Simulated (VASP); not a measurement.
The cell holds one Cu3Au (L1_2) (100) slab, with vacuum along c, ions free to move until forces fall under 0.03 eV/Å, no reconstruction beyond this cell, dipole correction on.

Consider the following.

```xyz
12
Lattice="3.7161 0.0000 0.0000 0.0000 3.7161 0.0000 0.0000 0.0000 26.0130" Properties=species:S:1:pos:R:3 pbc="T T T"
Cu     1.8581     1.8581     8.4534
Cu     0.0000     1.8581    10.2065
Cu     1.8581     0.0000    10.2065
Cu     1.8581     1.8581    12.0576
Cu     3.7161     1.8581    13.9410
Cu     1.8581     0.0000    13.9410
Cu     1.8581     1.8581    15.8111
Cu     0.0000     1.8581    17.6098
Cu     1.8581     0.0000    17.6098
Au     0.0000     0.0000     8.3527
Au     0.0000     0.0000    12.0791
Au     0.0000     0.0000    15.8095
```

The numbers are results of PBEsol GGA, VASP's PBE PAW potentials (set 64) (plane waves; VASP), not measurements. Settings: 400 eV cut-off, 8×8×1 Γ-centred mesh, first-order Methfessel-Paxton smearing of 0.10 eV, potentials Cu Au.

Slab and bulk use different k-meshes, so the surface energy is good to a few per cent at best. Unless said otherwise, spin-orbit coupling is left out, though it shifts the bands of the heavy elements here.

**Question.** Predict its surface energy (mean of the two faces), work function, band gap (on the k-mesh).

**Answer.** 
The surface energy (mean of the two faces) is 1.64 J/m^2. The work function is 4.53 eV at the top face and 4.89 eV at the bottom face and the band gap (on the k-mesh) comes out as none (metal, semimetal or under 0.01 eV).

The cell is a thin slab with vacuum, built from Cu3Au (L1_2): (100) face.
